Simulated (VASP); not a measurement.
These are LDA (Ceperley-Alder, Perdew-Zunger), VASP's LDA PAW potentials (set 64) (plane waves; VASP 6.6.1) values and carry that method's errors.

VASP ran on this input.

**KPOINTS**
```
K-points
0
G
  8 8 9
0 0 0
```

POSCAR:
```
PbO
1
    3.9188254703     0.0000000000     0.0000000000
    0.0000000000     3.9188254703    -0.0000000000
    0.0000000000    -0.0000000000     3.2639223194
Pb O
2 2
Direct
  0.5000000000   0.0000000000   0.6672164995
  0.0000000000   0.5000000000   0.3327835005
  0.5000000000   0.5000000000   1.0000000000
  0.0000000000   0.0000000000   1.0000000000
```

INCAR:
```
ALGO = Normal
EDIFF = 1E-6
EDIFFG = -0.02
ENCUT = 620
IBRION = 2
ISIF = 3
ISMEAR = 1
LASPH = .True.
LCHARG = .False.
LMAXMIX = 4
LREAL = .False.
LWAVE = .False.
NELM = 100
NSW = 40
PREC = Accurate
PSTRESS = 450
SIGMA = 0.1
SYSTEM = PbO
```

POTCAR, in this order: Pb_d O (LDA.64 set). Program: vasp_std.

The run wrote:

File OSZICAR:
```
       N       E                     dE             d eps       ncg     rms          rms(c)
DAV:   1     0.482793914267E+03    0.48279E+03   -0.23334E+04  3600   0.261E+03
DAV:   2     0.292217141195E+02   -0.45357E+03   -0.44624E+03  3768   0.571E+02
DAV:   3    -0.244260392369E+02   -0.53648E+02   -0.52683E+02  4800   0.208E+02
DAV:   4    -0.258810563398E+02   -0.14550E+01   -0.14538E+01  3904   0.354E+01
DAV:   5    -0.259242860056E+02   -0.43230E-01   -0.43226E-01  4944   0.621E+00    0.113E+01
DAV:   6    -0.222565883825E+02    0.36677E+01   -0.20791E+01  5688   0.489E+01    0.382E+00
DAV:   7    -0.222217305285E+02    0.34858E-01   -0.19418E+00  4408   0.115E+01    0.209E+00
DAV:   8    -0.221994222143E+02    0.22308E-01   -0.53962E-01  5232   0.612E+00    0.105E+00
DAV:   9    -0.221734667677E+02    0.25955E-01   -0.15032E-01  5752   0.414E+00    0.126E-01
DAV:  10    -0.221743668636E+02   -0.90010E-03   -0.11982E-02  5096   0.101E+00    0.611E-02
DAV:  11    -0.221742774085E+02    0.89455E-04   -0.80133E-04  5896   0.328E-01    0.160E-02
DAV:  12    -0.221742844158E+02   -0.70073E-05   -0.91366E-05  3920   0.680E-02    0.110E-02
DAV:  13    -0.221742827899E+02    0.16258E-05   -0.10838E-05  4416   0.397E-02    0.180E-03
DAV:  14    -0.221742828740E+02   -0.84051E-07   -0.16663E-06  2408   0.158E-02
   1 F= -.80958735E+01 E0= -.80959578E+01  d E =-.809587E+01
       N       E                     dE             d eps       ncg     rms          rms(c)
DAV:   1    -0.221960306130E+02   -0.21748E-01   -0.57264E-02  5448   0.324E+00    0.190E-01
DAV:   2    -0.221952236769E+02    0.80694E-03   -0.27064E-03  5216   0.783E-01    0.662E-02
DAV:   3    -0.221950745870E+02    0.14909E-03   -0.38340E-04  4880   0.445E-01    0.215E-02
DAV:   4    -0.221950662587E+02    0.83283E-05   -0.72493E-05  5648   0.972E-02    0.802E-03
DAV:   5    -0.221950653074E+02    0.95126E-06   -0.72612E-06  4528   0.402E-02
   2 F= -.80959327E+01 E0= -.80960251E+01  d E =-.591943E-04
       N       E                     dE             d eps       ncg     rms          rms(c)
DAV:   1    -0.221904357327E+02    0.46305E-02   -0.29557E-03  5448   0.747E-01    0.435E-02
DAV:   2    -0.221903945973E+02    0.41135E-04   -0.14327E-04  5272   0.179E-01    0.152E-02
DAV:   3    -0.221903868041E+02    0.77932E-05   -0.19578E-05  4736   0.101E-01    0.503E-03
DAV:   4    -0.221903862075E+02    0.59667E-06   -0.26201E-06  2280   0.224E-02
   3 F= -.80959401E+01 E0= -.80960307E+01  d E =-.665621E-04
       N       E                     dE             d eps       ncg     rms          rms(c)
DAV:   1    -0.221849674368E+02    0.54194E-02   -0.28196E-02  5520   0.135E+00    0.769E-02
DAV:   2    -0.221848597654E+02    0.10767E-03   -0.51159E-04  5144   0.294E-01    0.368E-02
DAV:   3    -0.221848222352E+02    0.37530E-04   -0.62914E-05  5432   0.151E-01    0.134E-02
DAV:   4    -0.221848177968E+02    0.44385E-05   -0.17707E-05  5504   0.459E-02    0.324E-03
DAV:   5    -0.221848176406E+02    0.15614E-06   -0.14145E-06  2320   0.200E-02
   4 F= -.80959884E+01 E0= -.80960868E+01  d E =-.483825E-04
```

OUTCAR:
```
------------------------ aborting loop because EDIFF is reached ----------------------------------------
  FORCE on cell =-STRESS in cart. coord.  units (eV):
  Direction    XX          YY          ZZ          XY          YZ          ZX
  --------------------------------------------------------------------------------------
  Total       14.0875553     14.0875553     14.0550970      0.0000000      0.0000000      0.0000000
  in kB      449.9593120    449.9593120    448.9225871      0.0000000      0.0000000      0.0000000
  external PRESSURE =      -0.3862630 kB  Pullay stress =     450.0000000 kB
  volume of cell :       50.16
      direct lattice vectors                 reciprocal lattice vectors
     3.922025997  0.000000000  0.000000000     0.254970263  0.000000000  0.000000000
     0.000000000  3.922025997 -0.000000000     0.000000000  0.254970263 -0.000000000
     0.000000000  0.000000000  3.261009296     0.000000000  0.000000000  0.306653526
 POSITION                                       TOTAL-FORCE (eV/Angst)
 -----------------------------------------------------------------------------------
      1.96101      3.92203      2.17789        -0.000000     -0.000000     -0.006704
      3.92203      1.96101      1.08312         0.000000      0.000000      0.006704
      1.96101      1.96101     -0.00000         0.000000      0.000000      0.000000
      0.00000      0.00000      0.00000         0.000000     -0.000000      0.000000
 -----------------------------------------------------------------------------------
    total drift:                                0.000000     -0.000000     -0.000000
  FREE ENERGIE OF THE ION-ELECTRON SYSTEM (eV)
  ---------------------------------------------------
  free  energy   TOTEN  =       -22.1848176406 eV

  energy  without entropy=      -22.1851128355  energy(sigma->0) =      -22.18491604
  enthalpy is  TOTEN    =        -8.0959884417 eV   P V=       14.0888291990

 reached required accuracy - stopping structural energy minimisation
```
(Selected blocks of OUTCAR.)

### CONTCAR
```
PbO
   1.00000000000000
     3.9220259965308699    0.0000000000000000    0.0000000000000000
     0.0000000000000000    3.9220259965308699   -0.0000000000000000
     0.0000000000000000    0.0000000000000000    3.2610092955883858
  Pb              O
     2     2
Direct
     0.5000000000000000    1.0000000000000000    0.6678567933230719
     1.0000000000000000    0.5000000000000000    0.3321432066769280
     0.5000000000000000    0.5000000000000000    0.0000000000000000
     0.0000000000000000    0.0000000000000000    0.0000000000000000
```

The compound is PbO in the litharge structure. This run relaxes it under an external pressure of 45 GPa. Symmetry was kept, so distortions that lower it aren't found.
